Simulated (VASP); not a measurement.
Here is the system:

```xyz
8
Lattice="4.3064 0.0000 0.0000 0.0000 2.7311 0.0000 0.0000 0.0000 24.4665" Properties=species:S:1:pos:R:3 pbc="T T T"
Os     1.0766     1.3655     9.0797
Os     3.2298     0.0000     8.2913
Os     1.0766     0.0000    11.4449
Os     3.2298     1.3655    10.6565
Os     1.0766     1.3655    13.8100
Os     3.2298     0.0000    13.0216
Os     1.0766     0.0000    16.1752
Os     3.2298     1.3655    15.3868
```

Level of theory: PBEsol GGA, VASP's PBE PAW potentials (set 64) (plane waves; VASP). Numerical set-up: PREC = Normal, EDIFF = 1E-5, 400 eV cut-off, 7×10×1 Γ-centred mesh, first-order Methfessel-Paxton smearing of 0.10 eV, potentials Os.

Q: The ions are relaxed. What does this cell relax into?

A: 
```xyz
8
Lattice="4.3064 0.0000 0.0000 0.0000 2.7311 0.0000 0.0000 0.0000 24.4665" Properties=species:S:1:pos:R:3 pbc="T T T"
Os     1.0766     1.3655     9.0618
Os     3.2298     0.0000     8.4179
Os     1.0766     0.0000    11.4113
Os     3.2298     1.3655    10.6449
Os     1.0766     1.3655    13.8217
Os     3.2298     0.0000    13.0552
Os     1.0766     0.0000    16.0487
Os     3.2298     1.3655    15.4047
```

Q: How much energy does the relaxation gain?

A: The energy (σ→0) changes by -31.0 meV/atom, in 7 ionic steps.

The cell is a thin slab with vacuum, built from Os (hcp): (100) face.
